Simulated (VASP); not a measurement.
Consider the following.

```
CELL_PARAMETERS angstrom
      4.03689     0.00000     0.00000
      0.00000     4.03689     0.00000
      0.00000     0.00000     4.03689
ATOMIC_POSITIONS crystal
  K  0.00000 0.00000 0.00000
  Mg 0.50000 0.50000 0.50000
  F  0.50000 0.00000 0.50000
  F  0.00000 0.50000 0.50000
  F  0.50000 0.50000 0.00000
```

Calculation: PW91 GGA, VASP's PBE PAW potentials (set 64) (plane waves; VASP 6.6.1). Settings: 520 eV cut-off, 6×6×6 Γ-centred mesh, tetrahedra with Blöchl corrections, potentials K_sv Mg F.

Predict the energy per atom (σ→0), band gap (on the k-mesh) with the smallest direct gap where there is one.

| Property | Result |
|---|---|
| band gap (on the k-mesh) | 7.06 eV |
| smallest direct gap (on the k-mesh) | 7.38 eV |
| energy per atom (σ→0) | -476.8 kJ/mol-atom |

The absolute energy has meaning only against runs of the same code, potentials and settings.

The compound is KMgF3 in the cubic perovskite structure. It was relaxed first.
